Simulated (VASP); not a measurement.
Crystal: Ti.

```xyz
2
Lattice="2.9500 0.0000 0.0000 -1.4750 2.5548 0.0000 0.0000 0.0000 4.6800" Properties=species:S:1:pos:R:3 pbc="T T T"
Ti    0.0000    1.7032    1.1700
Ti    1.4750    0.8516    3.5100
```

Base run:

```yaml
Program: VASP 6.6.1
Functional: r2SCAN
Potentials_or_basis: VASP PAW PBE potentials, release 64 (Ti_sv)
Cutoff: 520 eV
k_mesh: 13 × 13 × 7
Occupations: fermi-dirac, width 0.05 eV
Spin: no spin polarisation
```

Its results: band gap on the k mesh none (metal or under the smearing width); pressure -1.8 GPa.

Q: After a change of settings the same cell gave: band gap on the k mesh none (metal or under the smearing width); pressure -5.9 GPa. Which change was it?
A. functional from r2SCAN to PBEsol; cutoff from 520 eV to 700 eV
B. functional from r2SCAN to PBEsol; potentials or basis from VASP PAW PBE potentials, release 64 (Ti_sv) to VASP PAW PBE potentials, release 64 (Ti); cutoff from 520 eV to 500 eV; valence electrons from 24 to 8
C. functional from r2SCAN to PBE

A: A.

Caveats: the PAW data sets were made with another functional, which shifts forces and pressure a little.

Not every run made on this cell is shown here.
